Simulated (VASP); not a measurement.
Calculation: r2SCAN+rVV10, VASP's PBE PAW potentials (set 64) (plane waves; VASP 6.6.1).

VASP ran on this input.

**POSCAR**
```
KI
1.0
  0.0000000000   3.4352906584   3.4352906584
  3.4352906584   0.0000000000   3.4352906584
  3.4352906584   3.4352906584   0.0000000000
K I
1 1
Cartesian
  0.0000000000   0.0000000000   0.0000000000
  3.4352906584   3.4352906584   3.4352906584
```

**INCAR**
```
# general
SYSTEM   = KI
PREC     = Accurate
ENCUT    = 520
LREAL    = F
LASPH    = T   # aspherical one-centre terms

# electronic loop
EDIFF    = 1E-7   # SCF stop (eV)
NELM     = 100   # most electronic steps
ALGO     = Normal   # blocked Davidson
LMAXMIX  = 4   # l cut-off of mixed one-centre charges
LMIXTAU  = T

# smearing
ISMEAR   = 0   # Gaussian
SIGMA    = 0.05

# functional
METAGGA  = R2SCAN
LUSE_VDW = T
BPARAM   = 11.95
CPARAM   = 0.0093

# ions
ISIF     = 2   # forces and stress, cell fixed

# output
LWAVE    = F
LCHARG   = F
```

KPOINTS:
```
Regular mesh
0
G
7 7 7
```

POTCAR, in this order: K_sv I (PBE.64 set). Program: vasp_std.

The resulting files:

File OSZICAR:
```
       N       E                     dE             d eps       ncg     rms          rms(c)
DAV:   1     0.618500319394E+02    0.61850E+02   -0.68134E+03   480   0.117E+03
DAV:   2    -0.310208870159E+02   -0.92871E+02   -0.86645E+02   592   0.254E+02
DAV:   3    -0.365012391995E+02   -0.54804E+01   -0.54491E+01   632   0.555E+01
DAV:   4    -0.368168720821E+02   -0.31563E+00   -0.31511E+00   864   0.115E+01
DAV:   5    -0.368183623377E+02   -0.14903E-02   -0.14901E-02   612   0.843E-01    0.352E+00
DAV:   6    -0.338693924378E+02    0.29490E+01   -0.12223E+00   768   0.120E+01    0.269E+00
DAV:   7    -0.333773589944E+02    0.49203E+00   -0.33208E-01   752   0.594E+00    0.108E+00
DAV:   8    -0.339942476222E+02   -0.61689E+00   -0.33342E-01   528   0.515E+00    0.668E-01
DAV:   9    -0.334093921638E+02    0.58486E+00   -0.20564E-01   480   0.425E+00    0.372E-01
DAV:  10    -0.334059686498E+02    0.34235E-02   -0.43696E-02   496   0.259E+00    0.440E-01
DAV:  11    -0.334028921611E+02    0.30765E-02   -0.12660E-02   488   0.139E+00    0.181E-01
DAV:  12    -0.334018823551E+02    0.10098E-02   -0.21356E-03   520   0.614E-01    0.117E-01
DAV:  13    -0.334213825644E+02   -0.19500E-01   -0.58336E-03   488   0.864E-01    0.496E-02
DAV:  14    -0.334225633933E+02   -0.11808E-02   -0.77067E-04   532   0.336E-01    0.334E-02
DAV:  15    -0.334224118694E+02    0.15152E-03   -0.10291E-04   596   0.121E-01    0.166E-02
DAV:  16    -0.334225071434E+02   -0.95274E-04   -0.32659E-04   496   0.194E-01    0.183E-02
DAV:  17    -0.334225510825E+02   -0.43939E-04   -0.10200E-04   504   0.116E-01    0.107E-02
DAV:  18    -0.334225590665E+02   -0.79840E-05   -0.19639E-05   500   0.584E-02    0.353E-03
DAV:  19    -0.334225682023E+02   -0.91357E-05   -0.49568E-06   528   0.294E-02    0.284E-03
DAV:  20    -0.334225685177E+02   -0.31543E-06   -0.66526E-08   476   0.316E-03    0.283E-03
DAV:  21    -0.334225691423E+02   -0.62452E-06   -0.33161E-07   592   0.730E-03    0.536E-04
DAV:  22    -0.334225695179E+02   -0.37570E-06   -0.18745E-07   488   0.554E-03    0.366E-04
DAV:  23    -0.334225695411E+02   -0.23145E-07   -0.10834E-08   364   0.142E-03
   1 F= -.33422570E+02 E0= -.33422570E+02  d E =-.629401E-20
```

OUTCAR:
```
------------------------ aborting loop because EDIFF is reached ----------------------------------------
  FORCE on cell =-STRESS in cart. coord.  units (eV):
  Direction    XX          YY          ZZ          XY          YZ          ZX
  --------------------------------------------------------------------------------------
  Total        0.5101916      0.5101916      0.5101916     -0.0000000     -0.0000000      0.0000000
  in kB       10.0814593     10.0814593     10.0814593     -0.0000000     -0.0000000      0.0000000
  external PRESSURE =      10.0814593 kB  Pullay stress =       0.0000000 kB
  volume of cell :       81.08
      direct lattice vectors                 reciprocal lattice vectors
     0.000000000  3.435290658  3.435290658    -0.145548092  0.145548092  0.145548092
     3.435290658  0.000000000  3.435290658     0.145548092 -0.145548092  0.145548092
     3.435290658  3.435290658  0.000000000     0.145548092  0.145548092 -0.145548092
  FREE ENERGIE OF THE ION-ELECTRON SYSTEM (eV)
  ---------------------------------------------------
  free  energy   TOTEN  =       -33.4225695411 eV

  energy  without entropy=      -33.4225695411  energy(sigma->0) =      -33.42256954
```
(Selected blocks of OUTCAR.)

The compound is KI in the rock salt structure. This cell is one point of a volume scan, at 0.94 of the reference volume.
